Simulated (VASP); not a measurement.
All values below come from TPSS meta-GGA, VASP's PBE PAW potentials (set 64) (plane waves; VASP).

VASP input:

File POSCAR:
```
GaN
1
    0.0000000000     2.2648620863     2.2648620863
    2.2648620863     0.0000000000     2.2648620863
    2.2648620863     2.2648620863     0.0000000000
Ga N
1 1
Direct
  0.0000000000   0.0000000000   0.0000000000
  0.2500000000   0.2500000000   0.2500000000
```

### INCAR
```
# general
SYSTEM  = GaN
PREC    = Accurate
ENCUT   = 520   # plane-wave cut-off (eV)
LREAL   = F   # projection in real space or not
LASPH   = T

# electronic loop
EDIFF   = 1E-7   # SCF stop (eV)
NELM    = 100
ALGO    = Normal
LMAXMIX = 4
LMIXTAU = T

# smearing
ISMEAR  = 0
SIGMA   = 0.05

# functional
METAGGA = TPSS

# ions
ISIF    = 2   # forces and stress, cell fixed

# output
LWAVE   = F
LCHARG  = F
```

KPOINTS:
```
Automatic
0
gamma
  10 10 10
0 0 0
```

POTCAR, in this order: Ga_d N (PBE.64 set). Program: vasp_std.

The run wrote:

**OSZICAR**
```
       N       E                     dE             d eps       ncg     rms          rms(c)
DAV:   1     0.763713665589E+02    0.76371E+02   -0.99386E+03  1315   0.250E+03
DAV:   2    -0.133695868077E+02   -0.89741E+02   -0.84988E+02  1367   0.358E+02
DAV:   3    -0.195216257136E+02   -0.61520E+01   -0.61180E+01  1417   0.841E+01
DAV:   4    -0.196057197814E+02   -0.84094E-01   -0.84049E-01  1425   0.107E+01
DAV:   5    -0.196068021907E+02   -0.10824E-02   -0.10824E-02  1378   0.112E+00    0.641E+00
DAV:   6    -0.220718438266E+02   -0.24650E+01   -0.51524E+00  1513   0.382E+01    0.387E+00
DAV:   7    -0.218980023022E+02    0.17384E+00   -0.13076E+00  1819   0.189E+01    0.114E+00
DAV:   8    -0.220109200390E+02   -0.11292E+00   -0.31410E-01  1222   0.556E+00    0.918E-01
DAV:   9    -0.212178736844E+02    0.79305E+00   -0.62257E+04  1222   0.100E+06    0.433E-01
DAV:  10    -0.219992921874E+02   -0.78142E+00   -0.83131E-01  1222   0.140E+01    0.134E-01
DAV:  11    -0.220101267646E+02   -0.10835E-01   -0.90529E-03  1287   0.121E+00    0.506E-02
DAV:  12    -0.220093056912E+02    0.82107E-03   -0.26880E-04  1382   0.236E-01    0.449E-02
DAV:  13    -0.220105110726E+02   -0.12054E-02   -0.70527E-04  1247   0.456E-01    0.291E-02
DAV:  14    -0.220106217486E+02   -0.11068E-03   -0.78070E-05  1522   0.101E-01    0.302E-02
DAV:  15    -0.220106215560E+02    0.19264E-06   -0.84119E-07  1308   0.111E-02    0.297E-02
DAV:  16    -0.220106245182E+02   -0.29622E-05   -0.17300E-05  1529   0.108E-01    0.839E-03
DAV:  17    -0.220106245129E+02    0.53169E-08   -0.64880E-06  1288   0.436E-02    0.477E-03
DAV:  18    -0.220106222252E+02    0.22877E-05   -0.26377E-06  1337   0.175E-02    0.773E-03
DAV:  19    -0.220106241851E+02   -0.19599E-05   -0.15201E-06  1242   0.206E-02    0.402E-03
DAV:  20    -0.220106243844E+02   -0.19930E-06   -0.33171E-07  1367   0.798E-03    0.124E-03
DAV:  21    -0.220106245446E+02   -0.16022E-06   -0.32460E-08   656   0.197E-03    0.307E-04
DAV:  22    -0.220106244771E+02    0.67535E-07   -0.76073E-09   631   0.114E-03
   1 F= -.22010624E+02 E0= -.22010624E+02  d E =-.369779E-17
```

OUTCAR:
```
------------------------ aborting loop because EDIFF is reached ----------------------------------------
  FORCE on cell =-STRESS in cart. coord.  units (eV):
  Direction    XX          YY          ZZ          XY          YZ          ZX
  --------------------------------------------------------------------------------------
  Total       -0.0066114     -0.0066114     -0.0066114     -0.0000000      0.0000000     -0.0000000
  in kB       -0.4558805     -0.4558805     -0.4558805     -0.0000000      0.0000000     -0.0000000
  external PRESSURE =      -0.4558805 kB  Pullay stress =       0.0000000 kB
  volume of cell :       23.24
      direct lattice vectors                 reciprocal lattice vectors
     0.000000000  2.264862086  2.264862086    -0.220763994  0.220763994  0.220763994
     2.264862086  0.000000000  2.264862086     0.220763994 -0.220763994  0.220763994
     2.264862086  2.264862086  0.000000000     0.220763994  0.220763994 -0.220763994
  FREE ENERGIE OF THE ION-ELECTRON SYSTEM (eV)
  ---------------------------------------------------
  free  energy   TOTEN  =       -22.0106244771 eV

  energy  without entropy=      -22.0106244771  energy(sigma->0) =      -22.01062448
```
(Selected blocks of OUTCAR.)

OUTCAR:
```
 val. band max:        5.0554312525   @ k =   0.0000   0.0000   0.0000

 cond. band min:       6.6146601250   @ k =   0.0000   0.0000   0.0000


 Fermi energy:         5.3327459394

 k-point     1 :       0.0000    0.0000    0.0000
  band No.  band energies     occupation
      1     -11.1548      2.00000
      2      -8.4088      2.00000
      3      -8.4088      2.00000
      4      -8.4088      2.00000
      5      -8.0913      2.00000
      6      -8.0913      2.00000
      7       5.0554      2.00000
      8       5.0554      2.00000
      9       5.0554      2.00000
     10       6.6147      0.00000
     11      15.5448      0.00000
     12      15.5448      0.00000
     13      15.5448      0.00000

 k-point     2 :       0.1000    0.0000    0.0000
  band No.  band energies     occupation
      1     -11.0458      2.00000
      2      -8.3955      2.00000
      3      -8.3955      2.00000
      4      -8.3721      2.00000
      5      -8.0926      2.00000
      6      -8.0926      2.00000
      7       3.9123      2.00000
      8       4.9505      2.00000
      9       4.9505      2.00000
     10       7.5262      0.00000
     11      15.0011      0.00000
     12      15.7060      0.00000
     13      15.7060      0.00000

 k-point     3 :       0.2000    0.0000    0.0000
  band No.  band energies     occupation
      1     -10.7670      2.00000
      2      -8.3645      2.00000
      3      -8.3645      2.00000
      4      -8.2213      2.00000
      5      -8.0915      2.00000
      6      -8.0915      2.00000
      7       2.0976      2.00000
      8       4.6922      2.00000
      9       4.6922      2.00000
     10       8.6402      0.00000
     11      14.1551      0.00000
     12      15.9580      0.00000
     13      15.9581      0.00000

 k-point     4 :       0.3000    0.0000    0.0000
  band No.  band energies     occupation
      1     -10.4567      2.00000
      2      -8.3365      2.00000
      3      -8.3365      2.00000
...
```

The compound is GaN in the zinc blende structure, a metastable form; wurtzite is the usual one. It was relaxed first.
